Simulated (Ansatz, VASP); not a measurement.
One calculation of Pt2F, two programs

POSCAR

```
Pt2F
1.0
    0.0000000000      2.8524300000      2.8524300000
    2.8524300000      0.0000000000      2.8524300000
    2.8524300000      2.8524300000      0.0000000000
Pt F
2 1
Direct
    0.2500000000      0.2500000000      0.2500000000
    0.7500000000      0.7500000000      0.7500000000
    0.0000000000      0.0000000000      0.0000000000
```

Contents of INCAR.step1:

```
  PREC = Accurate
  ENCUT = 520
  EDIFF = 1E-5
  ISMEAR = -1
  SIGMA = 0.05
  LREAL = F
  LASPH = T
  NELM = 60
  ALGO = Normal
  ISIF = 2
  LWAVE = T
  LCHARG = F
  NBANDS = 20
  GGA = PE
```

The input INCAR.step2:

```
  PREC = Accurate
  ENCUT = 520
  EDIFF = 1E-7
  ISMEAR = -1
  SIGMA = 0.05
  LREAL = F
  LASPH = T
  NELM = 60
  ALGO = Normal
  ISIF = 2
  LWAVE = F
  LCHARG = F
  GGA = PE
  LHFCALC = T
  HFSCREEN = 0.3
  AEXX = 0.25
  PRECFOCK = Fast
  NBANDS = 20
  ISTART = 1
```

The input KPOINTS:

```
regular mesh
0
Gamma
  4 4 4
```

Contents of input.yaml:

```yaml
crystal:
  lattice:
    - [0.0, 2.85243, 2.85243]
    - [2.85243, 0.0, 2.85243]
    - [2.85243, 2.85243, 0.0]
  atoms:
    - { symbol: Pt, position: [0.25, 0.25, 0.25] }
    - { symbol: Pt, position: [0.75, 0.75, 0.75] }
    - { symbol: F, position: [0.0, 0.0, 0.0] }
hamiltonian:
  xc: { exchange: pbe, correlation: pbe, exx: { coeff: 0.25, omega: 0.3 } }
  pseudopotentials: { kind: paw }
kpoints:
  mp_grid: { grid: [4, 4, 4] }
scf:
  occupations: { method: fermi_dirac, width: 0.05 }
output:
  forces: true
  stress: true
  eigenvalues: true
```

The cell was built by a generator and needn't be a form met in nature.

Alike in both runs: task single point; functional HSE(alpha, omega); k mesh 4 × 4 × 4; occupations fermi-dirac, width 0.05 eV; no spin polarisation.

```csv
,VASP,Ansatz
version,VASP 6.6.1,Ansatz 0.2.0
potentials or method,"VASP PAW PBE potentials, release 64 (Pt, F)",Ansatz PAW
plane-wave cutoff (eV),520,420
valence electrons in the cell,27,43
```

Ansatz gave:

- gap on the k mesh at the Fermi level (eV): none
- pressure (GPa): -2.9

Which values does VASP return?

gap on the k mesh at the Fermi level (eV): none; pressure (GPa): -2.7.

A gap of «none» marks a metal or a gap that the smearing closes. The functional is the same, so the differences come from potentials, cutoffs and numerics. The two sets of potentials don't hold the same shells in valence.

Caveats: the k mesh is coarse (spacing up to 0.48 Å⁻¹), so the values aren't converged, least of all with exact exchange; an odd number of electrons without spin polarisation forces a metal; a magnetic or distorted state may lie lower; the PAW data sets were made with another functional, which shifts forces and pressure a little (VASP); the PAW data sets come from PBE, with cores solved anew for the run's functional, which leaves a small shift of forces and pressure (Ansatz); the thresholds are loose for stress (Ansatz). The runs have no spin-orbit coupling, so splittings on Pt are missing.
